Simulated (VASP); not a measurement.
Method: RPBE GGA, VASP's PBE PAW potentials (set 64) (plane waves; VASP).

VASP ran on this input.

**INCAR**
```
ALGO  =  Normal
EDIFF  =  1E-7
ENCUT  =  520
GGA  =  RP
ISIF  =  2
ISMEAR  =  0
LASPH  =  .TRUE.
LCHARG  =  .FALSE.
LMAXMIX  =  4
LREAL  =  .FALSE.
LWAVE  =  .FALSE.
NELM  =  100
PREC  =  Accurate
SIGMA  =  0.05
SYSTEM  =  PbS
```

### POSCAR
```
PbS
1
    0.0000000000     3.0987183339     3.0987183339
    3.0987183339     0.0000000000     3.0987183339
    3.0987183339     3.0987183339     0.0000000000
Pb S
1 1
Direct
  0.0000000000   0.0000000000   0.0000000000
  0.5000000000   0.5000000000   0.5000000000
```

File KPOINTS:
```
Automatic mesh
0
Gamma
8 8 8
0 0 0
```

POTCAR, in this order: Pb_d S (PBE.64 set). Program: vasp_std.

What VASP printed:

File OSZICAR:
```
       N       E                     dE             d eps       ncg     rms          rms(c)
DAV:   1     0.159431899657E+03    0.15943E+03   -0.99068E+03   812   0.146E+03
DAV:   2     0.629729983935E+01   -0.15313E+03   -0.14945E+03   842   0.345E+02
DAV:   3    -0.830276205994E+01   -0.14600E+02   -0.14493E+02  1110   0.111E+02
DAV:   4    -0.869419632086E+01   -0.39143E+00   -0.39114E+00   910   0.217E+01
DAV:   5    -0.870872469147E+01   -0.14528E-01   -0.14528E-01  1146   0.406E+00    0.445E+00
DAV:   6    -0.806605781543E+01    0.64267E+00   -0.20711E+00  1152   0.962E+00    0.331E+00
DAV:   7    -0.807414258183E+01   -0.80848E-02   -0.17928E-01   848   0.235E+00    0.203E+00
DAV:   8    -0.808453416443E+01   -0.10392E-01   -0.28383E-02   884   0.200E+00    0.509E-01
DAV:   9    -0.808375350827E+01    0.78066E-03   -0.46445E-03  1116   0.637E-01    0.161E-01
DAV:  10    -0.808453399099E+01   -0.78048E-03   -0.13195E-03   854   0.223E-01    0.128E-01
DAV:  11    -0.808456821066E+01   -0.34220E-04   -0.15978E-04   968   0.144E-01    0.155E-02
DAV:  12    -0.808457797683E+01   -0.97662E-05   -0.24142E-05   896   0.396E-02    0.111E-02
DAV:  13    -0.808457804364E+01   -0.66809E-07   -0.11904E-06  1082   0.112E-02    0.452E-03
DAV:  14    -0.808457810625E+01   -0.62606E-07   -0.85299E-07   854   0.512E-03
   1 F= -.80845781E+01 E0= -.80845781E+01  d E =-.898366E-13
```

**OUTCAR**
```
------------------------ aborting loop because EDIFF is reached ----------------------------------------
  FORCE on cell =-STRESS in cart. coord.  units (eV):
  Direction    XX          YY          ZZ          XY          YZ          ZX
  --------------------------------------------------------------------------------------
  Total       -0.8939354     -0.8939354     -0.8939354      0.0000000      0.0000000     -0.0000000
  in kB      -24.0680220    -24.0680220    -24.0680220      0.0000000      0.0000000     -0.0000000
  external PRESSURE =     -24.0680220 kB  Pullay stress =       0.0000000 kB
  volume of cell :       59.51
      direct lattice vectors                 reciprocal lattice vectors
     0.000000000  3.098718334  3.098718334    -0.161357034  0.161357034  0.161357034
     3.098718334  0.000000000  3.098718334     0.161357034 -0.161357034  0.161357034
     3.098718334  3.098718334  0.000000000     0.161357034  0.161357034 -0.161357034
  FREE ENERGIE OF THE ION-ELECTRON SYSTEM (eV)
  ---------------------------------------------------
  free  energy   TOTEN  =        -8.0845781062 eV

  energy  without entropy=       -8.0845781062  energy(sigma->0) =       -8.08457811
```
(Selected blocks of OUTCAR.)

The compound is PbS in the rock salt structure. This cell is one point of a volume scan, at 1.06 of the reference volume.
